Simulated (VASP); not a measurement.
Computed with PBE GGA + U (Dudarev), VASP's PBE PAW potentials (set 64) (plane waves; VASP).

The input files of a VASP run:

File KPOINTS:
```
Automatic mesh
0
Gamma
6 6 6
0 0 0
```

### INCAR
```
NELM = 100   ! most electronic steps
GGA = PE   ! PBE
LDAUU = 1.0 0
EDIFF = 1E-6   ! SCF stop (eV)
ISIF = 2
SYSTEM = VSe2
LDAUTYPE = 2
LDAU = .TRUE.
LCHARG = .FALSE.
LDAUPRINT = 1
ALGO = Normal   ! blocked Davidson
LWAVE = .FALSE.
SIGMA = 0.05   ! width (eV)
LMAXMIX = 4
ENCUT = 400
LDAUJ = 0 0
LREAL = .FALSE.
MAGMOM = 2.0 0.0 0.0
ISPIN = 2   ! spin-polarised
ISMEAR = 0
LASPH = .TRUE.   ! aspherical one-centre terms
PREC = Accurate
LDAUL = 2 -1
LORBIT = 10
```

POSCAR:
```
VSe2
1
    0.0000000000     2.9865470000     2.9865470000
    2.9865470000     0.0000000000     2.9865470000
    2.9865470000     2.9865470000     0.0000000000
V Se
1 2
Direct
  0.0000000000   0.0000000000   0.0000000000
  0.2500000000   0.2500000000   0.2500000000
  0.7500000000   0.7500000000   0.7500000000
```

POTCAR, in this order: V_sv Se (PBE.64 set). Program: vasp_std.

What VASP printed:

### OUTCAR
```
 ion  position               nearest neighbor table
   1  0.000  0.000  0.000-   3 2.59   3 2.59   3 2.59   2 2.59   3 2.59   2 2.59   2 2.59   2 2.59
  LATTYP: Found a face centered cubic cell.
 ALAT       =     5.9730940000
 Subroutine PRICEL returns:
 Original cell was already a primitive cell.
 Subroutine GETGRP returns: Found 48 space group operations
The static configuration has the point symmetry O_h .
The dynamic configuration has the point symmetry O_h .
The overall configuration has the point symmetry O_h .
 Subroutine INISYM returns: Found 48 space group operations
 Subroutine IBZKPT returns following result:
 Found     16 irreducible k-points:

 Following reciprocal coordinates:
            Coordinates               Weight
  0.000000  0.000000  0.000000      1.000000
  0.166667  0.000000  0.000000      8.000000
  0.333333  0.000000  0.000000      8.000000
  0.500000  0.000000  0.000000      4.000000
  0.166667  0.166667  0.000000      6.000000
  0.333333  0.166667  0.000000     24.000000
  0.500000  0.166667  0.000000     24.000000
 -0.333333  0.166667  0.000000     24.000000
 -0.166667  0.166667  0.000000     12.000000
...
```

OSZICAR:
```
       N       E                     dE             d eps       ncg     rms          rms(c)
DAV:   1     0.171214974749E+03    0.17121E+03   -0.10896E+04  1120   0.116E+03
DAV:   2    -0.557656448361E+01   -0.17679E+03   -0.17435E+03  1148   0.335E+02
DAV:   3    -0.175992347053E+02   -0.12023E+02   -0.11454E+02  1432   0.744E+01
DAV:   4    -0.177918554200E+02   -0.19262E+00   -0.19236E+00  1239   0.927E+00
DAV:   5    -0.177932570718E+02   -0.14017E-02   -0.14009E-02  1382   0.872E-01    0.190E+01
DAV:   6    -0.205515924411E+02   -0.27583E+01   -0.81998E+01  1284   0.537E+01    0.211E+01
DAV:   7    -0.159523793628E+02    0.45992E+01   -0.42682E+01  1367   0.501E+01    0.678E+00
DAV:   8    -0.160535865516E+02   -0.10121E+00   -0.12643E+00  1164   0.718E+00    0.334E+00
DAV:   9    -0.160652171132E+02   -0.11631E-01   -0.19071E-01  1271   0.242E+00    0.138E+00
DAV:  10    -0.160712107837E+02   -0.59937E-02   -0.18596E-02  1273   0.108E+00    0.486E-01
DAV:  11    -0.160741107959E+02   -0.29000E-02   -0.15070E-02  1317   0.793E-01    0.260E-01
DAV:  12    -0.160742654943E+02   -0.15470E-03   -0.18716E-03  1255   0.299E-01    0.947E-02
DAV:  13    -0.160742444415E+02    0.21053E-04   -0.26729E-04  1330   0.105E-01    0.610E-02
DAV:  14    -0.160743100573E+02   -0.65616E-04   -0.14352E-04  1285   0.651E-02    0.252E-02
DAV:  15    -0.160743148438E+02   -0.47865E-05   -0.17536E-05  1227   0.285E-02    0.130E-02
DAV:  16    -0.160743155144E+02   -0.67056E-06   -0.56524E-06  1109   0.139E-02
   1 F= -.16074316E+02 E0= -.16072866E+02  d E =-.289852E-02  mag=     1.9646
```

### OUTCAR
```
------------------------ aborting loop because EDIFF is reached ----------------------------------------
  FORCE on cell =-STRESS in cart. coord.  units (eV):
  Direction    XX          YY          ZZ          XY          YZ          ZX
  --------------------------------------------------------------------------------------
  Total        4.3972920      4.3972920      4.3972920      0.0000000      0.0000000     -0.0000000
  in kB      132.2384745    132.2384745    132.2384745      0.0000000      0.0000000     -0.0000000
  external PRESSURE =     132.2384745 kB  Pullay stress =       0.0000000 kB
  volume of cell :       53.28
      direct lattice vectors                 reciprocal lattice vectors
     0.000000000  2.986547000  2.986547000    -0.167417422  0.167417422  0.167417422
     2.986547000  0.000000000  2.986547000     0.167417422 -0.167417422  0.167417422
     2.986547000  2.986547000  0.000000000     0.167417422  0.167417422 -0.167417422
 POSITION                                       TOTAL-FORCE (eV/Angst)
 -----------------------------------------------------------------------------------
      0.00000      0.00000      0.00000         0.000000     -0.000000      0.000000
      1.49327      1.49327      1.49327         0.000000      0.000000      0.000000
      4.47982      4.47982      4.47982        -0.000000     -0.000000     -0.000000
 -----------------------------------------------------------------------------------
    total drift:                               -0.000000     -0.000000      0.000000
  FREE ENERGIE OF THE ION-ELECTRON SYSTEM (eV)
  ---------------------------------------------------
  free  energy   TOTEN  =       -16.0743155144 eV

  energy  without entropy=      -16.0714169900  energy(sigma->0) =      -16.07286625

 total charge

# of ion       s       p       d       tot
------------------------------------------
    1        2.215   6.178   3.123  11.516
    2        1.488   2.328   0.067   3.883
    3        1.488   2.328   0.067   3.883
--------------------------------------------------
tot          5.192  10.835   3.257  19.283

 magnetization (x)

# of ion       s       p       d       tot
------------------------------------------
    1        0.033   0.031   1.809   1.873
    2       -0.008  -0.087   0.015  -0.080
    3       -0.008  -0.087   0.015  -0.080
--------------------------------------------------
tot          0.017  -0.143   1.838   1.712
```
(Selected blocks of OUTCAR.)

**OUTCAR**
```
 val. band max:        6.9007364429   @ k =   0.3333   0.1667   0.0000

 cond. band min:       6.9553120477   @ k =  -0.1667   0.1667   0.0000


 Fermi energy:         6.9255142668

 spin component 1

 k-point     1 :       0.0000    0.0000    0.0000
  band No.  band energies     occupation
      1     -57.6119      1.00000
      2     -31.5075      1.00000
      3     -31.5075      1.00000
      4     -31.5075      1.00000
      5      -8.7268      1.00000
      6      -3.7125      1.00000
      7       1.8653      1.00000
      8       1.8654      1.00000
      9       1.8654      1.00000
     10       5.8841      1.00000
     11       5.8843      1.00000
     12       7.1262      0.00000
     13       7.1262      0.00000
     14       7.1262      0.00000
     15      10.0020      0.00000
     16      10.0022      0.00000
     17      10.0022      0.00000

 k-point     2 :       0.1667    0.0000    0.0000
  band No.  band energies     occupation
      1     -57.6119      1.00000
      2     -31.5110      1.00000
      3     -31.5081      1.00000
      4     -31.5081      1.00000
      5      -8.4587      1.00000
      6      -4.2614      1.00000
      7       2.0321      1.00000
      8       2.0321      1.00000
      9       2.5014      1.00000
     10       5.3043      1.00000
     11       5.3044      1.00000
     12       6.0082      1.00000
     13       7.1509      0.00000
     14       7.1510      0.00000
     15       8.9314      0.00000
     16       9.7094      0.00000
     17       9.7096      0.00000

 k-point     3 :       0.3333    0.0000    0.0000
  band No.  band energies     occupation
      1     -57.6118      1.00000
      2     -31.5173      1.00000
      3     -31.5092      1.00000
      4     -31.5092      1.00000
      5      -7.7103      1.00000
      6      -5.3922      1.00000
      7       2.4516      1.00000
      8       2.4516      1.00000
      9       3.4597      1.00000
...
```

The moments were started parallel, and other spin orders were not tried in this run.

The structure was generated: VSe2 was put into the fluorite type (Fm-3m), which need not be its known phase. The cell was not relaxed at this level. The k-mesh is coarse (spacing up to 0.30 per Å, 2π included), so the numbers may not be converged in it. The run is one of a series of settings (LDAU = .TRUE., LDAUJ = 0 0, LDAUL = 2 -1, LDAUTYPE = 2, LDAUU = 1.0 0 against the base run), some of them coarse on purpose.
